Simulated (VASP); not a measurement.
OSZICAR of a VASP run on Cu3Sn (space group Fm-3m):

### OSZICAR
```
       N       E                     dE             d eps       ncg     rms          rms(c)
DAV:   1     0.372352246412E+03    0.37235E+03   -0.17999E+04  2672   0.249E+03
DAV:   2     0.205957707436E+02   -0.35176E+03   -0.34352E+03  2632   0.492E+02
DAV:   3    -0.200891576629E+02   -0.40685E+02   -0.39144E+02  2844   0.199E+02
DAV:   4    -0.214207541331E+02   -0.13316E+01   -0.13268E+01  3560   0.442E+01
DAV:   5    -0.214705786469E+02   -0.49825E-01   -0.49817E-01  4068   0.710E+00    0.142E+01
DAV:   6    -0.202133652477E+02    0.12572E+01   -0.40631E+01  3248   0.127E+02    0.846E+00
DAV:   7    -0.184173062415E+02    0.17961E+01   -0.84545E+00  2960   0.662E+01    0.196E+00
DAV:   8    -0.184318194151E+02   -0.14513E-01   -0.78049E-01  3584   0.221E+01    0.144E+00
DAV:   9    -0.184186443808E+02    0.13175E-01   -0.13105E-01  3880   0.108E+01    0.101E+00
DAV:  10    -0.183978346607E+02    0.20810E-01   -0.56513E-02  3308   0.506E+00    0.243E-01
DAV:  11    -0.183974563882E+02    0.37827E-03   -0.56906E-03  4108   0.960E-01    0.107E-01
DAV:  12    -0.183972582916E+02    0.19810E-03   -0.72706E-04  3368   0.729E-01    0.355E-02
DAV:  13    -0.183972500660E+02    0.82255E-05   -0.15800E-04  3960   0.373E-01    0.688E-03
DAV:  14    -0.183972514871E+02   -0.14211E-05   -0.23110E-05  4212   0.842E-02    0.495E-03
DAV:  15    -0.183972511011E+02    0.38597E-06   -0.19548E-06  3156   0.360E-02    0.212E-03
DAV:  16    -0.183972508234E+02    0.27776E-06   -0.51886E-07  2716   0.147E-02    0.462E-04
DAV:  17    -0.183972508281E+02   -0.47639E-08   -0.99785E-08  1664   0.395E-03
   1 F= -.18397251E+02 E0= -.18397251E+02  d E =0.000000E+00
```

Q: Which electronic solver shows in the log?

A: It is blocked Davidson (ALGO = Normal, or the opening steps of other solvers). The INCAR had ALGO = Normal.

Q: Can the final energy be trusted as converged?

A: The run converged. It stopped with EDIFF = 1E-7, NELM = 100 (LDA (Ceperley-Alder, Perdew-Zunger), plane waves, VASP's LDA PAW potentials (set 64)).

The structure comes from a computed database's Cu3Sn entry (Fm-3m); how it stands against other phases isn't given here. It was relaxed first, which changed the volume by -9 %. The electron count is odd and the run is not spin-polarised, which forces a metal.
